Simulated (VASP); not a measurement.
Here is the system:

```
CELL_PARAMETERS angstrom
      4.09420     0.00000     0.00000
      0.00000     4.09420     0.00000
      0.00000     0.00000     4.09420
ATOMIC_POSITIONS crystal
  K  0.00000 0.00000 0.00000
  Zn 0.50000 0.50000 0.50000
  F  0.50000 0.00000 0.50000
  F  0.00000 0.50000 0.50000
  F  0.50000 0.50000 0.00000
```

Level of theory: TPSS meta-GGA, VASP's PBE PAW potentials (set 64) (plane waves; VASP). Numerical set-up: 520 eV cut-off, 6×6×6 Γ-centred mesh, tetrahedra with Blöchl corrections, potentials K_sv Zn F.

Question: Estimate the energy per atom (σ→0), band gap (over mesh and band path) with the smallest direct gap where there is one.

Answer: 
| Quantity | Result |
|---|---|
| band gap (over mesh and band path) | 3.97 eV |
| smallest direct gap (over mesh and band path) | 5.65 eV |
| energy per atom (σ→0) | -8.539 eV/atom |

The compound is KZnF3 in the cubic perovskite structure. It was relaxed first.
